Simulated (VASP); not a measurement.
Output of a VASP run:

### OUTCAR
```
 ion  position               nearest neighbor table
   1  0.667  0.333  0.072-  27 2.36  17 2.36  17 2.36  17 2.36
   2  0.333  0.667  0.572-  28 2.36  18 2.36  18 2.36  18 2.36
   3  0.000  0.000  0.643-  26 2.36  28 2.36  28 2.36  28 2.36
   4  0.000  0.000  0.143-  25 2.36  27 2.36  27 2.36  27 2.36
   5  0.333  0.667  0.786-  23 2.36  23 2.36  23 2.36  20 2.36
   6  0.667  0.333  0.286-  24 2.36  24 2.36  24 2.36  19 2.36
   7  0.000  0.000  0.357-  21 2.36  19 2.36  19 2.36  19 2.36
   8  0.000  0.000  0.857-  22 2.36  20 2.36  20 2.36  20 2.36
   9  0.667  0.333  0.929-  16 2.35  22 2.36  22 2.36  22 2.36
  10  0.333  0.667  0.429-  15 2.35  21 2.36  21 2.36  21 2.36
  11  0.333  0.667  0.214-  24 2.36  25 2.36  25 2.36  25 2.36
  12  0.667  0.333  0.714-  23 2.36  26 2.36  26 2.36  26 2.36
  13  0.333  0.667  0.000-  16 2.36  16 2.36  16 2.36  17 2.36
  14  0.667  0.333  0.500-  15 2.36  15 2.36  15 2.36  18 2.36
  15  0.333  0.667  0.482-  10 2.35  14 2.36  14 2.36  14 2.36
  16  0.667  0.333  0.982-   9 2.35  13 2.36  13 2.36  13 2.36
  17  0.333  0.667  0.054-   1 2.36   1 2.36   1 2.36  13 2.36
  18  0.667  0.333  0.554-   2 2.36   2 2.36   2 2.36  14 2.36
  19  0.667  0.333  0.339-   7 2.36   7 2.36   7 2.36   6 2.36
  20  0.333  0.667  0.839-   8 2.36   8 2.36   8 2.36   5 2.36
  21  0.000  0.000  0.411-   7 2.36  10 2.36  10 2.36  10 2.36
  22  0.000  0.000  0.911-   8 2.36   9 2.36   9 2.36   9 2.36
  23  0.667  0.333  0.768-  12 2.36   5 2.36   5 2.36   5 2.36
  24  0.333  0.667  0.268-  11 2.36   6 2.36   6 2.36   6 2.36
  25  0.000  0.000  0.196-   4 2.36  11 2.36  11 2.36  11 2.36
  26  0.000  0.000  0.696-   3 2.36  12 2.36  12 2.36  12 2.36
  27  0.667  0.333  0.125-   1 2.36   4 2.36   4 2.36   4 2.36
  28  0.333  0.667  0.625-   2 2.36   3 2.36   3 2.36   3 2.36
  LATTYP: Found a hexagonal cell.
 ALAT       =     3.8455550000
 C/A-ratio  =    11.4500213883
 Subroutine PRICEL returns:
 Original cell was already a primitive cell.
 Subroutine GETGRP returns: Found 12 space group operations
The static configuration has the point symmetry C_3v.
 The point group associated with its full space group is C_6v.
The dynamic configuration has the point symmetry C_3v.
 Subroutine INISYM returns: Found 12 space group operations
 Subroutine IBZKPT returns following result:
 Found     16 irreducible k-points:

 Following reciprocal coordinates:
            Coordinates               Weight
  0.071429  0.071429  0.500000      6.000000
  0.214286  0.071429  0.500000     12.000000
  0.357143  0.071429  0.500000     12.000000
  0.500000  0.071429  0.500000     12.000000
 -0.357143  0.071429  0.500000     12.000000
 -0.214286  0.071429  0.500000     12.000000
 -0.071429  0.071429  0.500000      6.000000
  0.214286  0.214286  0.500000      6.000000
  0.357143  0.214286  0.500000     12.000000
  0.500000  0.214286  0.500000     12.000000
 -0.357143  0.214286  0.500000     12.000000
 -0.214286  0.214286  0.500000      6.000000
  0.357143  0.357143  0.500000      6.000000
  0.500000  0.357143  0.500000     12.000000
 -0.357143  0.357143  0.500000      6.000000
  0.500000  0.500000  0.500000      3.000000
   k-points           NKPTS =     16   k-points in BZ     NKDIM =     16   number of bands    NBANDS=    151
   number of dos      NEDOS =    301   number of ions     NIONS =     28
   total plane-waves  NPLWV = 144000
   dimension x,y,z NGX =    24 NGY =   24 NGZ =  250
   dimension x,y,z NGXF=    48 NGYF=   48 NGZF=  500
   ions per type =              14  14
   PREC   = accura    normal or accurate (medium, high low for compatibility)
   ISTART =      0    job   : 0-new  1-cont  2-samecut
   ICHARG =      2    charge: 1-file 2-atom 10-const
   ISPIN  =      1    spin polarized calculation?
   LNONCOLLINEAR =      F non collinear calculations
   LSORBIT =      F    spin-orbit coupling
   INIWAV =      1    electr: 0-lowe 1-rand  2-diag
   ENCUT  =  300.0 eV  22.05 Ry    4.70 a.u.   5.43  5.43 62.18*2*pi/ulx,y,z
   NELM   =    100;   NELMIN=  2; NELMDL= -5     # of ELM steps
   EDIFF  = 0.1E-05   stopping-criterion for ELM
   LREAL  =      T    real-space projection
   NLSPLINE    = F    spline interpolate recip. space projectors
   LMAXMIX     =    4 max onsite mixed and CHGCAR
   VOSKOWN=      0    Vosko Wilk Nusair interpolation
...
```

File OSZICAR:
```
       N       E                     dE             d eps       ncg     rms          rms(c)
DAV:   1     0.185107992980E+04    0.18511E+04   -0.81677E+04  4864   0.138E+03
DAV:   2     0.202822734512E+03   -0.16483E+04   -0.15791E+04  4840   0.369E+02
DAV:   3    -0.974448670344E+02   -0.30027E+03   -0.29225E+03  5289   0.150E+02
DAV:   4    -0.115415969640E+03   -0.17971E+02   -0.17838E+02  5537   0.377E+01
DAV:   5    -0.115763774751E+03   -0.34781E+00   -0.34695E+00  5560   0.502E+00    0.269E+01
DAV:   6    -0.110812147773E+03    0.49516E+01   -0.11097E+01  6969   0.288E+01    0.194E+01
DAV:   7    -0.110919905339E+03   -0.10776E+00   -0.11088E+01  5536   0.767E+00    0.384E+00
DAV:   8    -0.110564496235E+03    0.35541E+00   -0.13511E+00  5760   0.393E+00    0.134E+00
DAV:   9    -0.110556815142E+03    0.76811E-02   -0.29236E-01  5512   0.198E+00    0.638E-01
DAV:  10    -0.110556150716E+03    0.66443E-03   -0.12257E-02  5744   0.972E-01    0.363E-01
DAV:  11    -0.110556149332E+03    0.13838E-05   -0.10201E-03  5920   0.299E-01    0.228E-01
DAV:  12    -0.110556252090E+03   -0.10276E-03   -0.43196E-04  5208   0.102E-01    0.587E-02
DAV:  13    -0.110556267074E+03   -0.14985E-04   -0.62407E-05  5776   0.101E-01    0.248E-02
DAV:  14    -0.110556267956E+03   -0.88130E-06   -0.16292E-05  6136   0.343E-02    0.171E-02
DAV:  15    -0.110556267519E+03    0.43718E-06   -0.16567E-06  3176   0.250E-02
   1 F= -.11055627E+03 E0= -.11055627E+03  d E =-.120507E-40
```

File OUTCAR:
```
------------------------ aborting loop because EDIFF is reached ----------------------------------------
  FORCE on cell =-STRESS in cart. coord.  units (eV):
  Direction    XX          YY          ZZ          XY          YZ          ZX
  --------------------------------------------------------------------------------------
  Total      -23.6981426    -23.6981380    -24.0193181     -0.0000036      0.0000000      0.0000000
  in kB      -67.3303576    -67.3303446    -68.2428707     -0.0000101      0.0000000      0.0000000
  external PRESSURE =     -67.6345243 kB  Pullay stress =       0.0000000 kB
  volume of cell :      563.92
      direct lattice vectors                 reciprocal lattice vectors
     3.845555000  0.000000000  0.000000000     0.260040488  0.150134421  0.000000000
    -1.922777000  3.330348000  0.000000000     0.000000000  0.300268921  0.000000000
     0.000000000  0.000000000 44.031687000     0.000000000  0.000000000  0.022710917
  FREE ENERGIE OF THE ION-ELECTRON SYSTEM (eV)
  ---------------------------------------------------
  free  energy   TOTEN  =      -110.5562675185 eV

  energy  without entropy=     -110.5562675185  energy(sigma->0) =     -110.55626752
```
(Selected blocks of OUTCAR.)

POSCAR:
```
ZnS
1
    3.8455550000     0.0000000000     0.0000000000
   -1.9227770000     3.3303480000     0.0000000000
    0.0000000000     0.0000000000    44.0316870000
Zn S
14 14
Direct
  0.6666670000   0.3333330000   0.0715000000
  0.3333330000   0.6666670000   0.5715000000
  0.0000000000   0.0000000000   0.6429000000
  0.0000000000   0.0000000000   0.1429000000
  0.3333330000   0.6666670000   0.7857000000
  0.6666670000   0.3333330000   0.2857000000
  0.0000000000   0.0000000000   0.3572000000
  0.0000000000   0.0000000000   0.8572000000
  0.6666670000   0.3333330000   0.9286000000
  0.3333330000   0.6666670000   0.4286000000
  0.3333330000   0.6666670000   0.2143000000
  0.6666670000   0.3333330000   0.7143000000
  0.3333330000   0.6666670000   0.0000000000
  0.6666670000   0.3333330000   0.5000000000
  0.3333330000   0.6666670000   0.4820000000
  0.6666670000   0.3333330000   0.9820000000
  0.3333330000   0.6666670000   0.0536000000
  0.6666670000   0.3333330000   0.5536000000
  0.6666670000   0.3333330000   0.3393000000
  0.3333330000   0.6666670000   0.8393000000
  0.0000000000   0.0000000000   0.4107000000
  0.0000000000   0.0000000000   0.9107000000
  0.6666670000   0.3333330000   0.7678000000
  0.3333330000   0.6666670000   0.2678000000
  0.0000000000   0.0000000000   0.1964000000
  0.0000000000   0.0000000000   0.6964000000
  0.6666670000   0.3333330000   0.1250000000
  0.3333330000   0.6666670000   0.6250000000
```

### Question
Reconstruct the remaining input files.

### Answer
This is not unique; one that fits is the input of the run itself, LDA (Ceperley-Alder, Perdew-Zunger) + U (Dudarev), plane waves, VASP's LDA PAW potentials (set 64).

### INCAR
```
SYSTEM = ZnS
PREC = Accurate; ENCUT = 300; LREAL = Auto
LASPH = .True.
EDIFF = 1E-6; NELM = 100; ALGO = Normal
LMAXMIX = 4
ISMEAR = 0; SIGMA = 0.01
LDAUL = 2 -1
LDAUU = 3.0 0
LDAUJ = 0 0
LDAU = .True.; LDAUTYPE = 2
ISIF = 2
LWAVE = .False.; LCHARG = .False.
```

KPOINTS:
```
Automatic mesh
0
Gamma
7 7 1
0.5 0.5 0.5
```

POTCAR, in this order: Zn S (LDA.64 set). Program: vasp_std.

At this cut-off the stress carries a Pulay error, which pulls relaxed volumes low.

The structure comes from a computed database's ZnS entry; how it stands against other phases isn't given here. The cell was not relaxed at this level. The run is one of a series of settings (LDAU = .TRUE., LDAUJ = 0 0, LDAUL = 2 -1, LDAUTYPE = 2, LDAUU = 3.0 0 against the base run), some of them coarse on purpose.
